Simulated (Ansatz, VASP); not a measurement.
# Mg3ZnC in VASP and in Ansatz

```
Zn Mg C
1.0
     4.40693    0.00000    0.00000
     0.00000    4.40693    0.00000
     0.00000    0.00000    4.40693
Zn Mg C
1 3 1
Direct
  0.01440 0.00033 0.00425
  0.50443 0.00538 0.49590
  0.50987 0.50120 0.00169
  0.99869 0.49671 0.50050
  0.51042 0.50384 0.50644
```

Change from the starting cell: atoms moved at random, drawn with an rms of 0.05 Å.

Alike in both runs: task single point; functional PBE; k mesh 6 × 6 × 6; occupations fermi-dirac, width 0.05 eV; no spin polarisation.

|  | VASP | Ansatz |
| --- | --- | --- |
| version | VASP 6.6.1 | Ansatz 0.2.0 |
| potentials or method | VASP PAW PBE potentials, release 64 (Zn, Mg, C) | Ansatz PAW |
| plane-wave cutoff (eV) | 520 | 420 |
| valence electrons in the cell | 22 | 46 |

```tsv
	VASP	Ansatz	Ansatz less VASP
gap on the k mesh at the Fermi level (eV)	none	none	-
pressure (GPa)	-0.2	-0.1	+0.13
largest component of the traceless stress (GPa)	0.14	0.13	-0.002
rms of the force components (eV/Å)	0.193	0.191	-0.0015
```

Atom by atom the forces differ by 0.002 eV/Å (rms over components). A gap of «none» marks a metal or a gap that the smearing closes. The functional is the same, so the differences come from potentials, cutoffs and numerics. The two sets of potentials don't hold the same shells in valence.
